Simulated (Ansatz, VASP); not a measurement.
# Two plane-wave programs on ReSb2

INCAR

```
  ALGO = Fast
  EDIFF = 1E-6
  EDIFFG = -0.005
  ENCUT = 600
  GGA = PE
  IBRION = 2
  ISIF = 3
  ISMEAR = -1
  LASPH = T
  LCHARG = F
  LREAL = F
  LWAVE = F
  NELM = 100
  NSW = 100
  PREC = Accurate
  SIGMA = 0.05
```

KPOINTS

```
k-points
0
Gamma
  9 9 9
```

File POSCAR:

```
ReSb2
1.0
    0.0000000000      3.2090613596      3.2090613596
    3.2090613596      0.0000000000      3.2090613596
    3.2090613596      3.2090613596      0.0000000000
Re Sb
1 2
Direct
    0.0000000000      0.0000000000      0.0000000000
    0.2500000000      0.2500000000      0.2500000000
    0.7500000000      0.7500000000      0.7500000000
```

Input for Ansatz:

```yaml
crystal:
  lattice:
    - [0.0, 3.2090613596, 3.2090613596]
    - [3.2090613596, 0.0, 3.2090613596]
    - [3.2090613596, 3.2090613596, 0.0]
  atoms:
    - { symbol: Re, position: [0.0, 0.0, 0.0] }
    - { symbol: Sb, position: [0.25, 0.25, 0.25] }
    - { symbol: Sb, position: [0.75, 0.75, 0.75] }
kpoints:
  mp_grid: { grid: [9, 9, 9] }
scf:
  occupations: { method: fermi_dirac, width: 0.05 }
hamiltonian:
  xc: pbe
  pseudopotentials: { kind: paw }
output:
  forces: true
  stress: true
  write_density: true
  write_potential: true
  elf: true
  volumetric_format: npy
relax:
  f_tol: 0.005
  max_steps: 80
  cell: {}
```

Alike in both runs: task relaxation of cell and atoms; functional PBE; k mesh 9 × 9 × 9; occupations fermi-dirac, width 0.05 eV; no spin polarisation.

```csv
,VASP,Ansatz
version,VASP 6.6.1,Ansatz 0.2.0
potentials or method,"VASP PAW PBE potentials, release 64 (Re, Sb)","PAW with Ansatz's default frozen-core files, scalar-relativistic"
plane-wave cutoff (eV),600,420
valence electrons in the cell,17,45
```

|  | VASP | Ansatz | Ansatz less VASP |
| --- | --- | --- | --- |
| relaxed volume (Å³/atom) | 22.86 | 22.91 | +0.047 |
| relaxed cell length with the largest relative difference (Å) | 4.595 | 4.598 | +0.0031 |
| energy change over the relaxation (meV/atom) | -12 | -13 | -0.8 |

The two sets of potentials don't hold the same shells in valence.

Spin-orbit coupling is left out, which matters for the levels of Re, Sb.
